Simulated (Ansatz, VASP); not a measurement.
**Cross-check of GdY between VASP and Ansatz**

One calculation is typed for both programs; each brings its own data sets and cutoff. How far apart do they land? The cell is invented: As first built, before any earlier steps moved the atoms (in the runner's words): it takes the YSb structure with some of its atoms replaced by other elements, volume scaled by an estimate. It may not be a known or stable phase. The cell is taken from a series of VASP runs on this material, whose earlier steps may have relaxed, scaled or displaced it; both programs get it as it stands.

Method: plane waves, with VASP 6.6.1 beside it; band structure at LDA and single point at LDA, in Ansatz 0.2.0.

### 1. Set-up

It takes space group Fm-3m (No. 225, cubic). Conventional cell: a = 6.209 Å, b = 6.209 Å, c = 6.209 Å, α = 90.00°, β = 90.00°, γ = 90.00°. Gd has 6 Y at 3.10 Å nearest. Nearest to Y lie 6 Gd at 3.10 Å. As first built, before any earlier steps moved the atoms (in the runner's words): sites of the YSb structure (space group 225) filled with other elements, volume scaled by an estimate. Farther neighbours are not listed.

### 2. VASP: band structure, LDA

A single point gives forces, pressure and levels at one fixed geometry, so differences don't come from the geometry; what else differs is listed under the comparison.

Lines of VASP's logs that name or quote its potential files are left out, and so is its time.

INCAR

```
SYSTEM = GdY
PREC = Accurate
ENCUT = 450
EDIFF = 1E-06
NELM = 100
ISMEAR = 1
SIGMA = 0.2
LREAL = .FALSE.
ALGO = Normal
GGA = CA
ISPIN = 2
MAGMOM = 6.958 0.299
LMAXMIX = 6
LORBIT = 11
LWAVE = .FALSE.
LCHARG = .FALSE.
```

POSCAR

```
GdY
1.0
    0.0000000000      3.1044636274      3.1044636274
    3.1044636274      0.0000000000      3.1044636274
    3.1044636274      3.1044636274      0.0000000000
Gd Y
1 1
Direct
    0.0000000000      0.0000000000      0.0000000000
    0.5000000000      0.5000000000      0.5000000000
```

KPOINTS

```
Automatic mesh
0
Gamma
6 6 6
0 0 0
```

KPOINTS_OPT

```
Line mode
16
Line-mode
Reciprocal
  0.00000000   0.00000000   0.00000000 GAMMA
  0.50000000   0.00000000   0.50000000 X

  0.50000000   0.00000000   0.50000000 X
  0.50000000   0.25000000   0.75000000 W

  0.50000000   0.25000000   0.75000000 W
  0.37500000   0.37500000   0.75000000 K

  0.37500000   0.37500000   0.75000000 K
  0.00000000   0.00000000   0.00000000 GAMMA

  0.00000000   0.00000000   0.00000000 GAMMA
  0.50000000   0.50000000   0.50000000 L

  0.50000000   0.50000000   0.50000000 L
  0.62500000   0.25000000   0.62500000 U

  0.62500000   0.25000000   0.62500000 U
  0.50000000   0.25000000   0.75000000 W

  0.50000000   0.25000000   0.75000000 W
  0.50000000   0.50000000   0.50000000 L

  0.50000000   0.50000000   0.50000000 L
  0.37500000   0.37500000   0.75000000 K

  0.62500000   0.25000000   0.62500000 U
  0.50000000   0.00000000   0.50000000 X
```

PAW data sets: Gd and Y_sv (PBE family, release 64).

The run is started by

```sh
$ mpirun -np 1 vasp_std
```

Numbers of over 12 decimals in the logs are rounded to 6 here.

The program printed:

```text
[banner, memory and clock lines left out]
running    1 mpi-ranks, on    1 nodes
 distrk:  each k-point on    1 cores,    1 groups
 distr:  one band on    1 cores,    1 groups

 POSCAR found type information on POSCAR GdY
 POSCAR found :  2 types and       2 ions
|                                                                             |
|               ----> ADVICE to this user running VASP <----                  |
|                                                                             |
|     You enforced a specific xc type in the INCAR file but a different       |
|     [... a line on the potential file left out ...]
|     I HOPE YOU KNOW WHAT YOU ARE DOING!                                     |
|                                                                             |

 LDA part: xc-table for (Slater(with rela. corr.)+CA(PZ))
 , standard interpolation
 POSCAR, INCAR and KPOINTS ok, starting setup
 FFT: planning ... GRIDC
 FFT: planning ... GRID_SOFT
 FFT: planning ... GRID
 WAVECAR not read
 entering main loop
       N       E                     dE             d eps       ncg     rms          rms(c)
DAV:   1     0.163630390041E+03    0.16363E+03   -0.10788E+04  1938   0.515E+03
DAV:   2     0.852485461512E+01   -0.15511E+03   -0.14420E+03  1970   0.508E+02
DAV:   3    -0.129730606161E+02   -0.21498E+02   -0.20616E+02  2312   0.118E+02
DAV:   4    -0.157541193267E+02   -0.27811E+01   -0.26591E+01  2740   0.324E+01
DAV:   5    -0.159629051237E+02   -0.20879E+00   -0.20395E+00  2274   0.911E+00    0.409E+01
DAV:   6    -0.216484990102E+02   -0.56856E+01   -0.22616E+01  1860   0.146E+02    0.839E+01
DAV:   7    -0.180585926443E+02    0.35899E+01   -0.28505E+01  2030   0.903E+01    0.234E+01
DAV:   8    -0.173974550138E+02    0.66114E+00   -0.19984E+00  2098   0.493E+01    0.154E+01
DAV:   9    -0.172476389895E+02    0.14982E+00   -0.12319E+00  2078   0.258E+01    0.101E+01
DAV:  10    -0.176935343723E+02   -0.44590E+00   -0.12253E+00  2520   0.168E+01    0.214E+01
DAV:  11    -0.172581429184E+02    0.43539E+00   -0.66422E-01  2184   0.170E+01    0.307E+00
DAV:  12    -0.172704257819E+02   -0.12283E-01   -0.58096E-02  2412   0.213E+00    0.596E+00
DAV:  13    -0.172685975984E+02    0.18282E-02   -0.10526E-02  2374   0.134E+00    0.265E+00
DAV:  14    -0.172753955678E+02   -0.67980E-02   -0.47561E-03  2364   0.133E+00    0.217E+00
[...]
DAV:  21    -0.172703457589E+02    0.66454E-03   -0.84416E-04  1896   0.656E-01    0.394E-01
DAV:  22    -0.172702954043E+02    0.50355E-04   -0.74830E-04  2210   0.556E-01    0.218E-01
DAV:  23    -0.172703208234E+02   -0.25419E-04   -0.17829E-04  2544   0.543E-02    0.353E-01
DAV:  24    -0.172703279409E+02   -0.71175E-05   -0.40512E-06  1718   0.279E-02    0.387E-01
DAV:  25    -0.172703193523E+02    0.85886E-05   -0.19198E-06  1380   0.277E-02    0.317E-01
DAV:  26    -0.172703027910E+02    0.16561E-04   -0.20876E-05  2114   0.891E-02    0.119E-01
DAV:  27    -0.172702961939E+02    0.65971E-05   -0.18532E-05  2154   0.801E-02    0.177E-01
DAV:  28    -0.172702960299E+02    0.16403E-06   -0.41895E-06  1508   0.226E-02
   1 F= -.17270296E+02 E0= -.17275762E+02  d E =0.163981E-01  mag=     7.7310
 Start KPOINTS_OPT (optional k-point list driver)
k-point batch [1-16\160]
       N       E                     dE             ncg
DAV:   1    -0.311108165412E+04   -0.10267E+05     1924
DAV:   2    -0.563063566209E+04   -0.25196E+04     2008
DAV:   3    -0.597779690076E+04   -0.34716E+03     2290
DAV:   4    -0.601774055320E+04   -0.39944E+02     2682
DAV:   5    -0.601966365688E+04   -0.19231E+01     2170
DAV:   6    -0.601990053370E+04   -0.23688E+00     2508
DAV:   7    -0.601991216762E+04   -0.11634E-01     2120
DAV:   8    -0.601991292668E+04   -0.75906E-03     2508
DAV:   9    -0.601991296660E+04   -0.39924E-04     2050
DAV:  10    -0.601991297276E+04   -0.61606E-05     1882
DAV:  11    -0.601991297312E+04   -0.35290E-06     1314
[...]
k-point batch [145-160\160]
       N       E                     dE             ncg
DAV:   1    -0.331473142898E+04   -0.17763E+05     1976
DAV:   2    -0.562175434540E+04   -0.23070E+04     1914
DAV:   3    -0.593016989605E+04   -0.30842E+03     2124
DAV:   4    -0.597866962328E+04   -0.48500E+02     2724
DAV:   5    -0.598128649620E+04   -0.26169E+01     2300
DAV:   6    -0.598152256137E+04   -0.23607E+00     2404
DAV:   7    -0.598153569482E+04   -0.13133E-01     2284
DAV:   8    -0.598153673391E+04   -0.10391E-02     2396
DAV:   9    -0.598153680642E+04   -0.72508E-04     2144
DAV:  10    -0.598153681633E+04   -0.99163E-05     1832
DAV:  11    -0.598153681685E+04   -0.51819E-06     1338
```

From OUTCAR (step 2):

```text
ion  position               nearest neighbor table
   1  0.000  0.000  0.000-   2 3.10   2 3.10   2 3.10   2 3.10   2 3.10   2 3.10
   2  0.500  0.500  0.500-   1 3.10   1 3.10   1 3.10   1 3.10   1 3.10   1 3.10

  LATTYP: Found a face centered cubic cell.
 ALAT       =     6.2089272548

 Subroutine GETGRP returns: Found 48 space group operations
 (whereof 48 operations were pure point group operations)

The static configuration has the point symmetry O_h .

 Found     16 irreducible k-points:

   k-points           NKPTS =     16   k-points in BZ     NKDIM =     16   number of bands    NBANDS=     22

   dimension x,y,z NGX =    30 NGY =   30 NGZ =   30
   dimension x,y,z NGXF=    60 NGYF=   60 NGZF=   60

   ENCUT  =  450.0 eV  33.07 Ry    5.75 a.u.   7.59  7.59  7.59*2*pi/ulx,y,z

   NELECT =      29.0000    total number of electrons

 k-points in reciprocal lattice and weights: Automatic mesh
   0.00000000  0.00000000  0.00000000       0.005
   0.16666667  0.00000000  0.00000000       0.037
   0.33333333  0.00000000  0.00000000       0.037
   0.50000000  0.00000000  0.00000000       0.019
   0.16666667  0.16666667  0.00000000       0.028
   0.33333333  0.16666667  0.00000000       0.111
   0.50000000  0.16666667  0.00000000       0.111
  -0.33333333  0.16666667  0.00000000       0.111
  -0.16666667  0.16666667  0.00000000       0.056
[...]
-0.33333333  0.33333333  0.16666667       0.111
  -0.33333333  0.50000000  0.16666667       0.056

 average (electrostatic) potential at core
       1 -42.1158       2 -36.9899

 E-fermi :   3.1208

 spin component 1
 k-point     1 :       0.0000    0.0000    0.0000
  band No.  band energies     occupation
    ...
     17       1.9288      1.00000
     18       1.9288      1.00000
     19       2.0151      1.00000
     20       2.0151      1.00000
     21       2.0151      1.00000
     22       9.0058      0.00000

 k-point     2 :       0.1667    0.0000    0.0000
  band No.  band energies     occupation
    ...
     17       1.9537      1.00000
     18       2.2744      1.00000
     19       2.2744      1.00000
     20       2.3734      1.00000
     21       2.3734      1.00000
     22       8.4485      0.00000

 k-point     3 :       0.3333    0.0000    0.0000
  band No.  band energies     occupation
    ...
     13      -1.2823      1.00000
     14      -1.2677      1.00000
     15      -1.2424      1.00000
     16       0.2113      1.00000
     17       1.9176      1.00000
     18       3.2030      0.18270
     19       3.2030      0.18270
     20       3.3888     -0.03371
     21       3.3888     -0.03371
     22       6.9083     -0.00000

 k-point     4 :       0.5000    0.0000    0.0000
  band No.  band energies     occupation
    ...
     13      -1.2917      1.00000
     14      -1.2593      1.00000
     15      -1.2419      1.00000
     16       1.3704      1.00000
     17       1.7317      1.00000
     18       4.0570     -0.00000
     19       4.0570     -0.00000
     20       4.4549     -0.00000
     21       4.4549     -0.00000
     22       5.8853     -0.00000

 k-point     5 :       0.1667    0.1667    0.0000
  band No.  band energies     occupation
    ...
     17       1.5662      1.00000
     18       2.1197      1.00000
     19       2.6211      1.00116
     20       2.6950      1.00516
     21       2.6950      1.00516
     22       7.8705      0.00000

 k-point     6 :       0.3333    0.1667    0.0000
  band No.  band energies     occupation
    ...
     14      -1.2679      1.00000
     15      -1.2516      1.00000
     16      -0.0298      1.00000
     17       1.4410      1.00000
     18       2.6193      1.00112
     19       3.3500     -0.03439
     20       3.5048     -0.01026
     21       3.6519     -0.00056
     22       5.9320     -0.00000

  Total       -0.0232411     -0.0232411     -0.0232411      0.0000000      0.0000000      0.0000000
  in kB       -0.6222683     -0.6222683     -0.6222683      0.0000000      0.0000000      0.0000000
  external PRESSURE =      -0.6222683 kB  Pullay stress =       0.0000000 kB

  energy-cutoff  :      450.00
  volume of cell :       59.84
      direct lattice vectors                 reciprocal lattice vectors
     0.000000000  3.104463627  3.104463627    -0.161058418  0.161058418  0.161058418
     3.104463627  0.000000000  3.104463627     0.161058418 -0.161058418  0.161058418
     3.104463627  3.104463627  0.000000000     0.161058418  0.161058418 -0.161058418

 POSITION                                       TOTAL-FORCE (eV/Angst)
 -----------------------------------------------------------------------------------
      0.00000      0.00000      0.00000        -0.000000      0.000000     -0.000000
      3.10446      3.10446      3.10446         0.000000     -0.000000      0.000000
 -----------------------------------------------------------------------------------
    total drift:                               -0.000000      0.000000      0.000000

  FREE ENERGIE OF THE ION-ELECTRON SYSTEM (eV)
  ---------------------------------------------------
  free  energy   TOTEN  =       -17.2702960299 eV

  energy  without entropy=      -17.2866941577  energy(sigma->0) =      -17.27576207

 total charge
# of ion       s       p       d       f       tot
--------------------------------------------------
    1        2.076   5.501   0.722   7.025  15.324
    2        2.294   6.157   1.239   0.015   9.704
--------------------------------------------------
tot          4.370  11.658   1.961   7.040  25.028

 magnetization (x)
# of ion       s       p       d       f       tot
--------------------------------------------------
    1        0.015  -0.051   0.254   6.741   6.958
    2        0.033   0.046   0.217   0.003   0.299
--------------------------------------------------
tot          0.048  -0.006   0.471   6.744   7.258

[... 6 further parts left out ...]
```

Without U or exact exchange, f electrons of an open shell come out too delocalised. The PAW data sets were made with PBE, a small mismatch for LDA.

(Continued in part 2 of 2.)

[Lines on the potential files, build, host, timing and source positions are cut from VASP's logs without a mark.]

[Logs are printed without paths, hosts, clocks, repeated set-up lines and the standing remarks that a program may print on its own settings, such as how far it seeks lower states.]

[Hosts, paths, dates, database ids (printed as entryN), source tags and the programs' standing remarks are cut or masked in the printed files.]
